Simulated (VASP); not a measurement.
These are PBEsol GGA, VASP's PBE PAW potentials (set 64) (plane waves; VASP) values and carry that method's errors.

The input files of a VASP run:

**INCAR**
```
LWAVE  =  .True.
LREAL  =  .False.
EDIFFG  =  -0.03   ! ionic stop
NELMIN  =  4
LASPH  =  .True.   ! aspherical one-centre terms
ISMEAR  =  1   ! Methfessel-Paxton
LCHARG  =  .False.
ISIF  =  2   ! forces and stress, cell fixed
ALGO  =  Normal
SYSTEM  =  Al(100) slab
DIPOL  =  0.5 0.5 0.5
LDIPOL  =  .True.
EDIFF  =  1E-5   ! SCF stop (eV)
GGA  =  PS
SIGMA  =  0.1
NELM  =  100   ! most electronic steps
PREC  =  Normal
IDIPOL  =  3
NSW  =  50   ! most ionic steps
ENCUT  =  400   ! plane-wave cut-off (eV)
IBRION  =  2
```

POSCAR:
```
Al(100) slab
1
    2.8368564409    -0.0000000000    -0.0000000000
   -0.0000000000     2.8368564409     0.0000000000
    0.0000000000     0.0000000000    26.8947330386
Al
6
Direct
  0.5000000000   0.0000000000   0.3135360000
  0.0000000000   0.5000000000   0.3881220000
  0.5000000000   0.0000000000   0.4627070000
  0.0000000000   0.5000000000   0.5372930000
  0.5000000000   0.0000000000   0.6118780000
  0.0000000000   0.5000000000   0.6864640000
```

### KPOINTS
```
K-points
0
gamma
10 10 1
0 0 0
```

POTCAR, in this order: Al (PBE.64 set). Program: vasp_std.

Output of the run:

**OSZICAR**
```
...
DAV:   2    -0.214154752820E+02   -0.68629E+02   -0.63893E+02   758   0.141E+02
DAV:   3    -0.241878439724E+02   -0.27724E+01   -0.27046E+01   728   0.312E+01
DAV:   4    -0.242981104604E+02   -0.11027E+00   -0.10980E+00   882   0.725E+00
DAV:   5    -0.243010309067E+02   -0.29204E-02   -0.29190E-02   871   0.106E+00    0.380E+00
DAV:   6    -0.240016190089E+02    0.29941E+00   -0.66578E+00   602   0.120E+01    0.258E+00
DAV:   7    -0.235333843590E+02    0.46823E+00   -0.24260E+00   619   0.938E+00    0.151E+00
DAV:   8    -0.234657677083E+02    0.67617E-01   -0.32516E-01   661   0.289E+00    0.377E-01
DAV:   9    -0.234629197035E+02    0.28480E-02   -0.29088E-02   685   0.111E+00    0.248E-01
DAV:  10    -0.234621737976E+02    0.74591E-03   -0.33362E-03   696   0.390E-01    0.145E-01
DAV:  11    -0.234618849166E+02    0.28888E-03   -0.97089E-04   659   0.188E-01    0.548E-02
DAV:  12    -0.234619684249E+02   -0.83508E-04   -0.89906E-04   616   0.136E-01    0.351E-02
DAV:  13    -0.234624085805E+02   -0.44016E-03   -0.30460E-04   640   0.876E-02    0.173E-02
DAV:  14    -0.234628293179E+02   -0.42074E-03   -0.14085E-04   603   0.551E-02    0.130E-02
DAV:  15    -0.234630076912E+02   -0.17837E-03   -0.18699E-05   543   0.282E-02    0.683E-03
DAV:  16    -0.234630658935E+02   -0.58202E-04   -0.10513E-05   481   0.161E-02    0.328E-03
DAV:  17    -0.234630974190E+02   -0.31526E-04   -0.17113E-05   503   0.127E-02    0.239E-03
DAV:  18    -0.234631292389E+02   -0.31820E-04   -0.14663E-06   402   0.520E-03    0.172E-03
DAV:  19    -0.234631780469E+02   -0.48808E-04   -0.57122E-06   456   0.658E-03    0.671E-04
DAV:  20    -0.234631847845E+02   -0.67376E-05   -0.32589E-07   389   0.279E-03
   1 F= -.23463185E+02 E0= -.23461613E+02  d E =-.234632E+02
       N       E                     dE             d eps       ncg     rms          rms(c)
DAV:   1    -0.234656980826E+02   -0.25200E-02   -0.14928E-02   566   0.845E-01    0.411E-02
DAV:   2    -0.234657162357E+02   -0.18153E-04   -0.82477E-04   703   0.209E-01    0.200E-02
DAV:   3    -0.234657000926E+02    0.16143E-04   -0.16452E-04   662   0.872E-02    0.132E-02
DAV:   4    -0.234656973858E+02    0.27067E-05   -0.26298E-05   523   0.392E-02
   2 F= -.23465697E+02 E0= -.23464202E+02  d E =-.251260E-02
       N       E                     dE             d eps       ncg     rms          rms(c)
DAV:   1    -0.234707224758E+02   -0.50224E-02   -0.13311E-01   566   0.253E+00    0.121E-01
DAV:   2    -0.234709277344E+02   -0.20526E-03   -0.71342E-03   683   0.622E-01    0.614E-02
DAV:   3    -0.234707854120E+02    0.14232E-03   -0.14263E-03   688   0.258E-01    0.426E-02
DAV:   4    -0.234707635236E+02    0.21888E-04   -0.25261E-04   696   0.116E-01    0.395E-02
DAV:   5    -0.234707649703E+02   -0.14467E-05   -0.33807E-05   615   0.418E-02
   3 F= -.23470765E+02 E0= -.23469707E+02  d E =-.758019E-02
       N       E                     dE             d eps       ncg     rms          rms(c)
DAV:   1    -0.234683183708E+02    0.24452E-02   -0.52931E-01   561   0.505E+00    0.242E-01
DAV:   2    -0.234693172598E+02   -0.99889E-03   -0.25448E-02   706   0.120E+00    0.109E-01
DAV:   3    -0.234690623248E+02    0.25494E-03   -0.35479E-03   678   0.415E-01    0.823E-02
DAV:   4    -0.234689951188E+02    0.67206E-04   -0.74508E-04   685   0.200E-01    0.723E-02
DAV:   5    -0.234689866303E+02    0.84885E-05   -0.13594E-04   734   0.780E-02    0.329E-02
DAV:   6    -0.234689803663E+02    0.62640E-05   -0.30355E-05   530   0.350E-02
   4 F= -.23468980E+02 E0= -.23469010E+02  d E =-.579558E-02
       N       E                     dE             d eps       ncg     rms          rms(c)
DAV:   1    -0.234717082611E+02   -0.27216E-02   -0.20119E-01   566   0.312E+00    0.149E-01
DAV:   2    -0.234721792822E+02   -0.47102E-03   -0.99120E-03   706   0.745E-01    0.707E-02
DAV:   3    -0.234720759365E+02    0.10335E-03   -0.13896E-03   683   0.258E-01    0.495E-02
DAV:   4    -0.234720552448E+02    0.20692E-04   -0.30637E-04   687   0.127E-01    0.458E-02
DAV:   5    -0.234720546965E+02    0.54825E-06   -0.51611E-05   642   0.500E-02
   5 F= -.23472055E+02 E0= -.23471441E+02  d E =-.886991E-02
       N       E                     dE             d eps       ncg     rms          rms(c)
DAV:   1    -0.234745687570E+02   -0.25135E-02   -0.19637E-02   556   0.105E+00    0.483E-02
DAV:   2    -0.234746014929E+02   -0.32736E-04   -0.12121E-03   630   0.255E-01    0.292E-02
DAV:   3    -0.234745535862E+02    0.47907E-04   -0.32902E-04   652   0.127E-01    0.123E-02
DAV:   4    -0.234745529142E+02    0.67206E-06   -0.57693E-05   627   0.578E-02
   6 F= -.23474553E+02 E0= -.23473871E+02  d E =-.249822E-02
       N       E                     dE             d eps       ncg     rms          rms(c)
DAV:   1    -0.234804575659E+02   -0.59040E-02   -0.18028E-01   574   0.314E+00    0.163E-01
DAV:   2    -0.234807620926E+02   -0.30453E-03   -0.11001E-02   615   0.778E-01    0.828E-02
DAV:   3    -0.234803702932E+02    0.39180E-03   -0.30102E-03   665   0.386E-01    0.387E-02
DAV:   4    -0.234803465246E+02    0.23769E-04   -0.60818E-04   735   0.182E-01    0.531E-02
DAV:   5    -0.234803524826E+02   -0.59580E-05   -0.86147E-05   708   0.648E-02
   7 F= -.23480352E+02 E0= -.23479356E+02  d E =-.829779E-02
       N       E                     dE             d eps       ncg     rms          rms(c)
DAV:   1    -0.234832063507E+02   -0.28598E-02   -0.71457E-01   582   0.626E+00    0.337E-01
DAV:   2    -0.234843423087E+02   -0.11360E-02   -0.38608E-02   592   0.147E+00    0.144E-01
DAV:   3    -0.234833168560E+02    0.10255E-02   -0.99004E-03   680   0.708E-01    0.743E-02
DAV:   4    -0.234831617563E+02    0.15510E-03   -0.23351E-03   701   0.354E-01    0.926E-02
DAV:   5    -0.234831640689E+02   -0.23126E-05   -0.42744E-04   743   0.141E-01    0.307E-02
DAV:   6    -0.234831381463E+02    0.25923E-04   -0.67956E-05   685   0.520E-02    0.253E-02
DAV:   7    -0.234831359355E+02    0.22109E-05   -0.14879E-05   425   0.243E-02
   8 F= -.23483136E+02 E0= -.23481935E+02  d E =-.110812E-01
       N       E                     dE             d eps       ncg     rms          rms(c)
DAV:   1    -0.234835404789E+02   -0.40233E-03   -0.46269E-02   592   0.160E+00    0.921E-02
DAV:   2    -0.234836454761E+02   -0.10500E-03   -0.26179E-03   607   0.376E-01    0.364E-02
DAV:   3    -0.234835661663E+02    0.79310E-04   -0.77844E-04   677   0.192E-01    0.185E-02
DAV:   4    -0.234835587546E+02    0.74117E-05   -0.17014E-04   670   0.958E-02    0.205E-02
DAV:   5    -0.234835645493E+02   -0.57947E-05   -0.27202E-05   480   0.393E-02
   9 F= -.23483565E+02 E0= -.23482257E+02  d E =-.115099E-01
       N       E                     dE             d eps       ncg     rms          rms(c)
DAV:   1    -0.234852317460E+02   -0.16730E-02   -0.33363E-02   599   0.130E+00    0.784E-02
DAV:   2    -0.234853396551E+02   -0.10791E-03   -0.34415E-03   645   0.429E-01    0.527E-02
DAV:   3    -0.234852135958E+02    0.12606E-03   -0.90814E-04   670   0.198E-01    0.200E-02
DAV:   4    -0.234852159732E+02   -0.23774E-05   -0.10130E-04   708   0.753E-02    0.322E-02
DAV:   5    -0.234852171152E+02   -0.11420E-05   -0.82859E-06   361   0.249E-02
  10 F= -.23485217E+02 E0= -.23484141E+02  d E =-.165257E-02
       N       E                     dE             d eps       ncg     rms          rms(c)
DAV:   1    -0.234854276619E+02   -0.21169E-03   -0.86136E-03   599   0.660E-01    0.360E-02
DAV:   2    -0.234854501227E+02   -0.22461E-04   -0.84070E-04   667   0.217E-01    0.302E-02
DAV:   3    -0.234854253196E+02    0.24803E-04   -0.18751E-04   686   0.920E-02    0.145E-02
DAV:   4    -0.234854263624E+02   -0.10428E-05   -0.19837E-05   495   0.357E-02
  11 F= -.23485426E+02 E0= -.23484485E+02  d E =-.186181E-02
```

**OUTCAR**
```
------------------------ aborting loop because EDIFF is reached ----------------------------------------
  FORCE on cell =-STRESS in cart. coord.  units (eV):
  Direction    XX          YY          ZZ          XY          YZ          ZX
  --------------------------------------------------------------------------------------
  Total       -2.2775934     -2.2775934      0.0437917      0.0000000      0.0000000      0.0000000
  in kB      -16.8595053    -16.8595053      0.3241606      0.0000000      0.0000000      0.0000000
  external PRESSURE =     -11.1316167 kB  Pullay stress =       0.0000000 kB
  volume of cell :      216.44
      direct lattice vectors                 reciprocal lattice vectors
     2.836856441  0.000000000  0.000000000     0.352502857  0.000000000  0.000000000
     0.000000000  2.836856441  0.000000000     0.000000000  0.352502857  0.000000000
     0.000000000  0.000000000 26.894733039     0.000000000  0.000000000  0.037182001
 POSITION                                       TOTAL-FORCE (eV/Angst)
 -----------------------------------------------------------------------------------
      1.41843      0.00000      8.32786        -0.000000      0.000000     -0.001500
      0.00000      1.41843     10.35911         0.000000     -0.000000     -0.010782
      1.41843      0.00000     12.41848        -0.000000     -0.000000      0.014525
      0.00000      1.41843     14.47625         0.000000      0.000000     -0.014525
      1.41843      0.00000     16.53562        -0.000000      0.000000      0.010782
      0.00000      1.41843     18.56688         0.000000      0.000000      0.001500
 -----------------------------------------------------------------------------------
    total drift:                                0.000000      0.000000      0.000000
  FREE ENERGIE OF THE ION-ELECTRON SYSTEM (eV)
  ---------------------------------------------------
  free  energy   TOTEN  =       -23.4854263624 eV

  energy  without entropy=      -23.4826025115  energy(sigma->0) =      -23.48448508

 reached required accuracy - stopping structural energy minimisation
```
(Selected blocks of OUTCAR.)

### CONTCAR
```
Al(100) slab
   1.00000000000000
     2.8368564409000001    0.0000000000000000    0.0000000000000000
     0.0000000000000000    2.8368564409000001    0.0000000000000000
     0.0000000000000000    0.0000000000000000   26.8947330385999983
  Al
     6
Direct
     0.5000000000000000    0.0000000000000000    0.3096464189768711
     0.0000000000000000    0.5000000000000000    0.3851724262066363
     0.5000000000000000    0.0000000000000000    0.4617438984796026
     0.0000000000000000    0.5000000000000000    0.5382561015203974
     0.5000000000000000    0.0000000000000000    0.6148275737933636
     0.0000000000000000    0.5000000000000000    0.6903535810231288
```

The cell is a thin slab with vacuum, built from Al (fcc): (100) face.
